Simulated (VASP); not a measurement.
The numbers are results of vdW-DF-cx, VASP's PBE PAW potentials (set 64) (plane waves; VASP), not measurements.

VASP ran on this input.

### POSCAR
```
CdSe
1.0
  0.0000000000   3.0250000000   3.0250000000
  3.0250000000   0.0000000000   3.0250000000
  3.0250000000   3.0250000000   0.0000000000
Cd Se
1 1
Cartesian
  0.0000000000   0.0000000000   0.0000000000
  1.5125000000   1.5125000000   1.5125000000
```

File KPOINTS:
```
Automatic mesh
0
Gamma
7 7 7
0 0 0
```

### INCAR
```
! general
SYSTEM   = CdSe
PREC     = Accurate
ENCUT    = 520
LREAL    = .FALSE.
LASPH    = .TRUE.

! electronic loop
EDIFF    = 1E-6
NELM     = 100
ALGO     = Normal
LMAXMIX  = 4

! smearing
ISMEAR   = 0
SIGMA    = 0.05

! functional
GGA      = CX
LUSE_VDW = .TRUE.
AGGAC    = 0.0

! ions
IBRION   = 2
NSW      = 60
ISIF     = 3
EDIFFG   = -0.01

! output
LWAVE    = .FALSE.
LCHARG   = .FALSE.
```

POTCAR, in this order: Cd Se (PBE.64 set). Program: vasp_std.

Q: What will the output report for the number of irreducible k-points (NKPTS), largest plane-wave count, number of space-group operations, FFT grid (NGX, NGY, NGZ)?

A: 
```json
{
  "number of irreducible k-points (NKPTS)": "20",
  "largest_plane_wave_count": "1502",
  "number_of_space_group_operations": "24",
  "FFT grid (NGX, NGY, NGZ)": "32 × 32 × 32"
}
```

The compound is CdSe in the zinc blende structure, whereas wurtzite is the usual form. This run relaxes it. Symmetry was kept, so distortions that lower it aren't found.
